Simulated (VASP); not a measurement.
An input for Ansatz (written as the equivalent of a VASP run, and not itself run):

Ansatz 0.2 input:
```yaml
crystal:
  lattice:
    - [0.0000000, 2.5455801, 2.5455801]
    - [2.5455801, 0.0000000, 2.5455801]
    - [2.5455801, 2.5455801, 0.0000000]
  atoms:
    - { symbol: Pd, position: [0.0000000, 0.0000000, 0.0000000] }
    - { symbol: Al, position: [0.5000000, 0.5000000, 0.5000000] }
kpoints:
  mp_grid: { grid: [11, 11, 11] }
hamiltonian:
  xc: r2scan
  pseudopotentials: { kind: paw }
scf:
  occupations: { method: methfessel_paxton, width: 0.1 }
  max_iter: 100
relax:
  max_steps: 60
  f_tol: 0.01
  cell: {}
output: { forces: true, stress: true, eigenvalues: true }
```

Translate this input to VASP (INCAR, KPOINTS, POSCAR, choice of POTCAR).

This is not unique; one that fits is 
KPOINTS:
```
Automatic mesh
0
Gamma
11 11 11
0 0 0
```

INCAR:
```
PREC  =  Accurate
ISMEAR  =  1   # Methfessel-Paxton
ENCUT  =  400   # plane-wave cut-off (eV)
LCHARG  =  .False.
NSW  =  60
LASPH  =  .True.   # aspherical one-centre terms
LMIXTAU  =  .True.
IBRION  =  2
LREAL  =  .False.   # projection in real space or not
SIGMA  =  0.1   # width (eV)
ALGO  =  Normal   # blocked Davidson
EDIFFG  =  -0.01
LWAVE  =  .False.
METAGGA  =  R2SCAN
SYSTEM  =  PdAl
NELM  =  100   # most electronic steps
ISIF  =  3   # ions, shape and volume
EDIFF  =  1E-6   # SCF stop (eV)
LMAXMIX  =  4   # l cut-off of mixed one-centre charges
```

File POSCAR:
```
PdAl
1
   -0.0000000000     2.5455800816     2.5455800816
    2.5455800816    -0.0000000000     2.5455800816
    2.5455800816     2.5455800816     0.0000000000
Pd Al
1 1
Direct
  0.0000000000   0.0000000000   0.0000000000
  0.5000000000   0.5000000000   0.5000000000
```

POTCAR, in this order: Pd Al (PBE.64 set). Program: vasp_std.

The two are equivalent in intent, not identical: each code has its own PAW files, so the cut-off isn't converted (ENCUT is set for VASP's; basis.ecutwfc is left out, and Ansatz then takes the one that its files recommend); Ansatz stops its SCF on the density residual and VASP on the energy change (EDIFF).

The structure was generated: PdAl was put into the rock salt type (Fm-3m), which need not be its known phase. This run relaxes it. Symmetry was kept, so distortions that lower it aren't found. The start is the result of an earlier pass.
